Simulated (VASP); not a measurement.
# Au: Au into a neighbouring Au vacancy, part 3 of 4

How hard is this move in Au: Au into a neighbouring Au vacancy? Both ends are relaxed first, then a band of images between them.

VASP 6.6.1; PBEsol; plane waves and PAW (Au).

So far. Step 2 (Relax the host): The run ended after 3 ionic steps, 0.000 eV below its first step, once forces and stress met EDIFFG = -0.02. Step 3 (Relax the start): The run ended after 9 ionic steps, 0.188 eV below its first step, once the forces on the free atoms met EDIFFG = -0.05.

**4. Relax the end**

The end state is relaxed in the same way, so that both ends share their errors.

Contents of INCAR:

```
SYSTEM = Au
PREC = Normal
ENCUT = 280
EDIFF = 1E-05
NELM = 120
ISMEAR = 1
SIGMA = 0.15
LREAL = Auto
ALGO = Fast
GGA = PS
NBANDS = 198
LASPH = .TRUE.
LORBIT = 11
LWAVE = .FALSE.
LCHARG = .FALSE.
KPAR = 6
IBRION = 2
NSW = 60
ISIF = 2
EDIFFG = -0.05
POTIM = 0.4
MAXMIX = 40
ISYM = 0
```

Contents of POSCAR:

```
Au
1.0
    8.1519547396      0.0000000000      0.0000000000
    0.0000000000      8.1519547396      0.0000000000
    0.0000000000      0.0000000000      8.1519547396
Au
31
Direct
    0.4993649423      0.0025901586     -0.0055222443
    0.7496598231      0.0000809624      0.2465030499
    0.0008165247     -0.0015978524      0.0021159215
    0.2496918725      0.2516417001      0.0029903100
    0.5009394792      0.4978515064     -0.0037152283
    0.7543017514      0.7497269558     -0.0016893248
    0.2503539202     -0.0004696084      0.2520906452
    0.5000832394      0.2500337332      0.2482468506
    0.7511520380      0.4974635121      0.2516336927
    0.5037388272     -0.0037406636      0.4939493549
    0.7515134499      0.2562510107      0.4975443317
    0.7469315439      0.0014449760      0.7479373742
   -0.0012414826      0.4991459289      0.0013052135
    0.2490056315      0.7506817576     -0.0004331066
   -0.0020723155      0.2492153385      0.2476682901
    0.2500159839      0.4972427074      0.2473186937
    0.5035745091      0.7498695179      0.2498677568
    0.0012550031     -0.0010325303      0.4994393115
    0.2510430596      0.2506928788      0.4971557822
    0.5020445221      0.4985514273      0.4974090166
    0.7477907751      0.7490418363      0.5039924173
    0.2471159410      0.0003927301      0.7447550632
    0.4999961557      0.2522069956      0.7494193704
    0.7484559411      0.5005679891      0.7517177518
    0.0016282170      0.7548392660      0.2505131713
   -0.0014534185      0.4996909227      0.4998221321
    0.2502667762      0.7499263298      0.5004268079
   -0.0040992624      0.2520354111      0.7485899351
    0.2471217733      0.5015646582      0.7532319267
    0.5012095949      0.7503953881      0.7477128914
    0.0070451013      0.7521596259      0.7472048553
```

Contents of KPOINTS:

```
Automatic mesh
0
Monkhorst-Pack
2 2 2
0 0 0
```

PAW data sets: Au (PBE family, release 64).

Run with:

```sh
$ mpirun -np 6 vasp_std
```

What it wrote:

```text
[... set-up lines as in an earlier step ...]
 entering main loop
       N       E                     dE             d eps       ncg     rms          rms(c)
DAV:   1     0.165132122197E+04    0.16513E+04   -0.12103E+05  1584   0.102E+03
DAV:   2    -0.572464121954E+02   -0.17086E+04   -0.16241E+04  1694   0.277E+02
DAV:   3    -0.128131954769E+03   -0.70886E+02   -0.68404E+02  1720   0.515E+01
DAV:   4    -0.129433571359E+03   -0.13016E+01   -0.12927E+01  1680   0.681E+00
DAV:   5    -0.129465858526E+03   -0.32287E-01   -0.32245E-01  1770   0.991E-01    0.531E+01
RMM:   6    -0.120065044212E+03    0.94008E+01   -0.24255E+01  1584   0.122E+01    0.335E+01
RMM:   7    -0.119598633544E+03    0.46641E+00   -0.62182E+00  1584   0.536E+00    0.121E+01
RMM:   8    -0.119470003806E+03    0.12863E+00   -0.12432E+00  1584   0.276E+00    0.272E+00
RMM:   9    -0.119464323252E+03    0.56806E-02   -0.81810E-02  1602   0.529E-01    0.466E-01
RMM:  10    -0.119466048308E+03   -0.17251E-02   -0.19396E-02  1605   0.191E-01    0.269E-01
RMM:  11    -0.119466347592E+03   -0.29928E-03   -0.32663E-03  1626   0.875E-02    0.226E-01
RMM:  12    -0.119466391483E+03   -0.43890E-04   -0.90175E-04  1627   0.513E-02    0.275E-02
RMM:  13    -0.119466412444E+03   -0.20961E-04   -0.20797E-04  1527   0.217E-02    0.127E-02
RMM:  14    -0.119466413814E+03   -0.13702E-05   -0.30695E-05  1020   0.939E-03
   1 F= -.11946641E+03 E0= -.11944872E+03  d E =-.119466E+03
 curvature:   0.00 expect dE= 0.000E+00 dE for cont linesearch  0.000E+00
 trial: gam= 0.00000 g(F)=  0.129E+00 g(S)=  0.000E+00 ort = 0.000E+00 (trialstep = 0.100E+01)
 search vector abs. value=  0.129E+00
 bond charge predicted
       N       E                     dE             d eps       ncg     rms          rms(c)
DAV:   1    -0.119538903523E+03   -0.72491E-01   -0.32290E+01  1620   0.108E+01    0.705E-01
RMM:   2    -0.119564419730E+03   -0.25516E-01   -0.26407E-01  1584   0.142E+00    0.474E-01
RMM:   3    -0.119565767178E+03   -0.13474E-02   -0.30909E-02  1589   0.475E-01    0.222E-01
RMM:   4    -0.119565903710E+03   -0.13653E-03   -0.58928E-03  1603   0.177E-01    0.139E-01
RMM:   5    -0.119565975700E+03   -0.71990E-04   -0.12635E-03  1606   0.839E-02    0.476E-02
RMM:   6    -0.119565999844E+03   -0.24144E-04   -0.40222E-04  1606   0.407E-02    0.427E-02
RMM:   7    -0.119566004978E+03   -0.51339E-05   -0.10542E-04  1634   0.195E-02    0.118E-02
RMM:   8    -0.119566006451E+03   -0.14735E-05   -0.19096E-05   916   0.822E-03
   2 F= -.11956601E+03 E0= -.11954720E+03  d E =-.995926E-01
[...]
3 F= -.11961066E+03 E0= -.11959028E+03  d E =-.144251E+00
[...]
4 F= -.11962846E+03 E0= -.11960682E+03  d E =-.177958E-01
[...]
5 F= -.11963656E+03 E0= -.11961325E+03  d E =-.258997E-01
 curvature:  -1.55 expect dE=-0.406E-02 dE for cont linesearch -0.521E-05
 trial: gam= 0.18904 g(F)=  0.262E-02 g(S)=  0.000E+00 ort =-0.262E-03 (trialstep = 0.155E+01)
 search vector abs. value=  0.325E-02
 bond charge predicted
       N       E                     dE             d eps       ncg     rms          rms(c)
DAV:   1    -0.119638174127E+03   -0.16072E-02   -0.19414E+00  1584   0.265E+00    0.131E-01
RMM:   2    -0.119639716535E+03   -0.15424E-02   -0.14963E-02  1584   0.343E-01    0.102E-01
RMM:   3    -0.119639771492E+03   -0.54958E-04   -0.20763E-03  1588   0.119E-01    0.752E-02
RMM:   4    -0.119639854227E+03   -0.82735E-04   -0.57675E-04  1584   0.538E-02    0.849E-02
RMM:   5    -0.119639723843E+03    0.13038E-03   -0.71989E-04  1584   0.548E-02    0.258E-02
RMM:   6    -0.119639736754E+03   -0.12911E-04   -0.98625E-05  1577   0.247E-02    0.247E-02
RMM:   7    -0.119639725942E+03    0.10812E-04   -0.16784E-05   864   0.921E-03    0.158E-02
RMM:   8    -0.119639728392E+03   -0.24498E-05   -0.30511E-05   889   0.113E-02
   6 F= -.11963973E+03 E0= -.11961565E+03  d E =-.316406E-02
 trial-energy change:   -0.003164  1 .order   -0.003113   -0.003990   -0.002237
 step:   3.0268(harm=  3.5288)  dis= 0.00822  next Energy=  -119.640837 (dE=-0.427E-02)
 reached required accuracy - stopping structural energy minimisation
```

Elapsed: 3 min, on 6 MPI ranks of Intel Xeon Platinum 8259CL at 2.50GHz (Skylake/Cascade Lake), shared host; peak memory 1.8 GiB; 16 min of CPU time.

OUTCAR, selected parts (step 4):

```text
 Found      4 irreducible k-points:

   NELECT =     341.0000    total number of electrons

 E-fermi :   8.9440

 k-point     1 :       0.2500    0.2500    0.2500
  band No.  band energies     occupation
    ...
    167       8.6586      2.02166
    168       8.6597      2.02212
    169       8.8751      1.69368
    170       8.8945      1.52541
    171       8.8963      1.50864
    172       9.0211      0.24425
    173       9.2228     -0.02456
    174       9.3557     -0.00072
    175       9.3591     -0.00064
    176      10.1175     -0.00000
    ...

 k-point     2 :      -0.2500    0.2500    0.2500
  band No.  band energies     occupation
    ...
    167       8.6605      2.02245
    168       8.6620      2.02312
    169       8.8750      1.69447
    170       8.8946      1.52444
    171       8.8954      1.51741
    172       9.0200      0.25182
    173       9.2230     -0.02445
    174       9.3561     -0.00071
    175       9.3571     -0.00069
    176      10.1192     -0.00000
    ...

  Total       -0.7585416     -0.7700385     -0.7562657     -0.0270753     -0.0155643     -0.0630735
  in kB       -2.2433897     -2.2773918     -2.2366587     -0.0800753     -0.0460314     -0.1865402
  external PRESSURE =      -2.2524801 kB  Pullay stress =       0.0000000 kB

 POSITION                                       TOTAL-FORCE (eV/Angst)
 -----------------------------------------------------------------------------------
      4.10385      0.03335      8.13104         0.004268      0.011678      0.019022
      6.11208      0.02946      1.98584         0.020159      0.022866      0.018618
      8.12858      0.02938      8.13995         0.000743      0.021391      0.016438
      2.03295      2.03774      8.14807         0.024193     -0.009819      0.004614
      4.11054      4.04320      8.14501         0.007767     -0.001750     -0.016249
      6.12490      6.12229      8.13919        -0.027798     -0.029606     -0.004257
      2.04762      0.00848      2.02668        -0.017326      0.003342     -0.018100
      4.11209      2.03623      1.98957         0.007105      0.007713      0.009245
      6.11591      4.05072      2.00040         0.012074     -0.019239     -0.008749
      4.09748      0.00711      4.05804        -0.017518      0.014780      0.021065
      6.11247      2.04752      4.06751         0.004392     -0.022210     -0.011131
      6.11168      0.03860      6.13531         0.009828      0.001413     -0.001888
      8.12091      4.04882      0.00272        -0.008725      0.002166     -0.012320
      2.04271      6.11896      8.15022        -0.013742     -0.009171     -0.006992
      8.11768      2.03218      2.00171        -0.010479      0.014221     -0.011724
      2.03772      4.06387      2.01744         0.012159      0.013738      0.022031
      4.10034      6.10849      2.00994        -0.032908      0.016516      0.028794
      8.13677      0.01627      4.06793         0.014398     -0.022544      0.003727
      2.03555      2.04369      4.06436         0.015791     -0.008417     -0.004875
      4.08688      4.06647      4.06872        -0.005076      0.008295     -0.003945
      6.11864      6.10993      4.07802        -0.007963      0.026879     -0.016398
      2.03918      0.02330      6.10321         0.000333     -0.033313      0.021723
      4.09893      2.04390      6.12611         0.019825     -0.005664      0.021852
      6.11479      4.04879      6.14706         0.001313      0.002590     -0.003914
      8.14668      6.12139      2.03228         0.001715     -0.014360     -0.018050
      8.14579      4.06840      4.07322        -0.004223      0.010722      0.003320
      2.05166      6.10804      4.06652        -0.030968      0.021774      0.009994
      8.11238      2.04325      6.14224         0.004482     -0.001864      0.000002
      2.03208      4.06397      6.12953         0.020363      0.019161     -0.034410
      4.07975      6.11695      6.11648         0.018989     -0.017113     -0.001622
      0.00370      6.12372      6.11979        -0.023170     -0.024174     -0.025823
 -----------------------------------------------------------------------------------
    total drift:                               -0.013209      0.005600     -0.011976

  FREE ENERGIE OF THE ION-ELECTRON SYSTEM (eV)
  ---------------------------------------------------
  free  energy   TOTEN  =      -119.6397283921 eV

  energy  without entropy=     -119.5674916028  energy(sigma->0) =     -119.61564946

 total charge
# of ion       s       p       d       tot
------------------------------------------
    1        0.558   0.332   8.745   9.635
    2        0.558   0.331   8.745   9.634
    3        0.559   0.333   8.745   9.636
    4        0.553   0.361   8.726   9.640
    5        0.558   0.332   8.745   9.635
    6        0.553   0.361   8.726   9.640
    7        0.543   0.347   8.741   9.631
    8        0.558   0.331   8.745   9.634
    9        0.559   0.332   8.745   9.635
   10        0.543   0.348   8.741   9.631
   11        0.553   0.361   8.725   9.639
   12        0.558   0.331   8.745   9.634
   13        0.558   0.332   8.745   9.635
   14        0.551   0.342   8.738   9.631
   15        0.558   0.331   8.745   9.634
   16        0.543   0.348   8.741   9.632
   17        0.543   0.348   8.741   9.632
   18        0.543   0.347   8.741   9.630
   19        0.551   0.342   8.738   9.631
   20        0.543   0.348   8.740   9.631
   21        0.551   0.341   8.738   9.630
   22        0.543   0.348   8.741   9.631
   23        0.559   0.333   8.745   9.636
   24        0.558   0.331   8.745   9.634
   25        0.543   0.347   8.741   9.631
   26        0.543   0.348   8.741   9.631
   27        0.509   0.351   8.760   9.620
   28        0.558   0.332   8.745   9.635
   29        0.543   0.348   8.741   9.632
   30        0.543   0.347   8.741   9.631
   31        0.543   0.347   8.741   9.631
--------------------------------------------------
tot         17.033  10.611 270.976 298.620

[... 6 parts as in an earlier step ...]

[... 4 further parts left out ...]
```

Relaxation path:

```
step  energy less that of the first step (eV)  largest force (eV/Å)
   1                                   0.0000                0.5168
   2                                  -0.0996                0.3101
   3                                  -0.1443                0.2057
   4                                  -0.1620                0.1280
   5                                  -0.1702                0.0855
   6                                  -0.1733                0.0467
```

The atoms that moved most (Å):

```
atom      dx      dy      dz  length
Au31  -0.054  -0.008   0.029   0.061
 Au3  -0.030   0.042  -0.029   0.060
Au12   0.023   0.027   0.038   0.052
 Au9  -0.007  -0.005  -0.051   0.052
Au10  -0.009   0.038   0.031   0.050
 Au8   0.035  -0.002  -0.034   0.049
Au11  -0.014  -0.041   0.012   0.045
Au22   0.025   0.020   0.032   0.045
```

Final coordinates:

```xyz
31
Lattice="8.1520 0.0000 0.0000 0.0000 8.1520 0.0000 0.0000 0.0000 8.1520" Properties=species:S:1:pos:R:3 pbc="T T T"
Au    4.1038    0.0334   -0.0209
Au    6.1121    0.0295    1.9858
Au   -0.0234    0.0294   -0.0120
Au    2.0329    2.0377   -0.0039
Au    4.1105    4.0432   -0.0069
Au    6.1249    6.1223   -0.0128
Au    2.0476    0.0085    2.0267
Au    4.1121    2.0362    1.9896
Au    6.1159    4.0507    2.0004
Au    4.0975    0.0071    4.0580
Au    6.1125    2.0475    4.0675
Au    6.1117    0.0386    6.1353
Au   -0.0310    4.0488    0.0027
Au    2.0427    6.1190   -0.0017
Au   -0.0343    2.0322    2.0017
Au    2.0377    4.0639    2.0174
Au    4.1003    6.1085    2.0099
Au   -0.0152    0.0163    4.0679
Au    2.0356    2.0437    4.0644
Au    4.0869    4.0665    4.0687
Au    6.1186    6.1099    4.0780
Au    2.0392    0.0233    6.1032
Au    4.0989    2.0439    6.1261
Au    6.1148    4.0488    6.1471
Au   -0.0053    6.1214    2.0323
Au   -0.0062    4.0684    4.0732
Au    2.0517    6.1080    4.0665
Au   -0.0396    2.0433    6.1422
Au    2.0321    4.0640    6.1295
Au    4.0797    6.1170    6.1165
Au    0.0037    6.1237    6.1198
```

This step gave:

- electronic cycles: 54
- free energy (TOTEN): -119.6397 eV
- energy at zero smearing: -119.6156 eV

The run ended after 6 ionic steps, 0.173 eV below its first step, once the forces on the free atoms met EDIFFG = -0.05.

(Continued in part 4 of 4.)

[Lines on the potential files, build, host, timing and source positions are cut from VASP's logs without a mark.]

[Logs are printed without paths, hosts, clocks, repeated set-up lines and the standing remarks that a program may print on its own settings, such as how far it seeks lower states.]

[Hosts, paths, dates, database ids (printed as entryN), source tags and the programs' standing remarks are cut or masked in the printed files.]

[Runs that stopped without an error message from VASP are left out.]
